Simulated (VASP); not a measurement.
The system is OGaCl2H, in a box.

```xyz
5
Lattice="12.0000 0.0000 0.0000 0.0000 13.0000 0.0000 0.0000 0.0000 12.0000" Properties=species:S:1:pos:R:3 pbc="T T T"
O     6.2215    7.7743    6.3289
Ga    6.0854    6.0253    6.1399
Cl    7.4669    4.7848    7.1408
Cl    4.5590    5.1834    4.9273
H     5.5517    8.2571    5.8370
```

Program: VASP 6.6.1. Alike in all runs: task single point; potentials or basis VASP PAW PBE potentials, release 64 (O, Ga_d, Cl, H); no spin polarisation; cell as given; k mesh 1 × 1 × 1; cutoff (eV) 520; smearing gaussian 0.01 eV.

Q: Order these runs on this cell by their band gap on the k mesh, lowest first.
A. level HSE06+D3(BJ); grid for exact exchange (PRECFOCK) Fast; screening parameter 0.2 1/A
B. level r2SCAN+D3(BJ)
C. level BLYP+D3(BJ)

A: C (5.07 eV), B (5.86 eV), A (6.83 eV).

Runs at the PBE level aren't shown here.
